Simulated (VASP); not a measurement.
Runs of VASP 6.6.1 on K2SnSe2. The structure is orthorhombic, space group Fmmm (No. 69). The conventional cell has a = 6.372 Å, b = 6.437 Å, c = 13.975 Å, α = 90.00°, β = 90.00°, γ = 90.00°. K (site symmetry 222) has 4 Se at 2.76 Å as nearest neighbours. Sn (site symmetry mmm) is surrounded by 8 Se at 3.72 to 3.74 Å and 8 K at 4.16 Å. Se (site symmetry mm2) has 4 K at 2.76 Å as nearest neighbours. The cell was built by a generator and needn't be a form met in nature.

```tsv
task	level	potentials or basis	cell	cutoff (eV)	smearing	gap on the mesh (eV)	pressure (GPa)	relaxed volume (Å³/atom)	largest force (eV/Å)
relaxation of cell and atoms	PBE+D3	VASP PAW PBE potentials, release 64 (K_pv, Sn, Se)	relaxed	580	gaussian 0.01 eV	0.30	0.0	(b)	0.01
relaxation of cell and atoms	PBE	VASP PAW PBE potentials, release 64 (K_sv, Sn_d, Se)	relaxed	600	gaussian 0.05 eV	0.24	0.0	31.13	-
single point	PBE	VASP PAW PBE potentials, release 64 (K_sv, Sn_d, Se)	as given	520	fermi-dirac 0.05 eV	0.10	8.9	-	(c)
electric field gradients	PBE+MBD-FI	VASP PAW PBE potentials, release 64 (K_sv_GW, Sn_d_GW, Se_GW)	as given	600	gaussian 0.05 eV	(a)	2.6	-	3.14
```

Alike in all rows: no spin polarisation; k mesh 6 × 6 × 6.

**Question.** Estimate the missing entries.

**Answer.** (a) 0.09; (b) 31.23; (c) 3.59.

Caveats: spin-orbit coupling is left out, which moves the levels of the heavy elements; forces of over 1 eV/Å show positions far from the minimum, so gaps and moduli don't describe the material at rest (some runs).

A k mesh can miss the band edges, and the runs leave out spin-orbit coupling on Se, Sn.

Not every run made on this cell is shown here.
